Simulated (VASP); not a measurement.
Data:

```yaml
crystal:
  lattice:
    - [1.86055, 1.07419, 5.64067]
    - [-1.86055, 1.07419, 5.64067]
    - [0.00000, -2.14838, 5.64067]
  atoms:
    - { symbol: Sn, position: [0.00000, 0.00000, 0.00000] }
    - { symbol: S, position: [0.25200, 0.25200, 0.25200] }
    - { symbol: S, position: [0.74800, 0.74800, 0.74800] }
```

All values below come from PBE GGA, VASP's PBE PAW potentials (set 64) (plane waves; VASP). Run with 300 eV cut-off, 7×7×7 Γ-centred mesh, Fermi-Dirac smearing of 0.14 eV, potentials Sn_d S.

At this cut-off the stress carries a Pulay error, which pulls relaxed volumes low.

Task: Predict the energy per atom (σ→0), pressure.

Result: 
The energy per atom (σ→0) is -419.7 kJ/mol-atom and the pressure is 4.63 GPa.

The structure was generated: SnS2 was put into an ordered model structure, which need not be its known phase. The cell was not relaxed at this level.
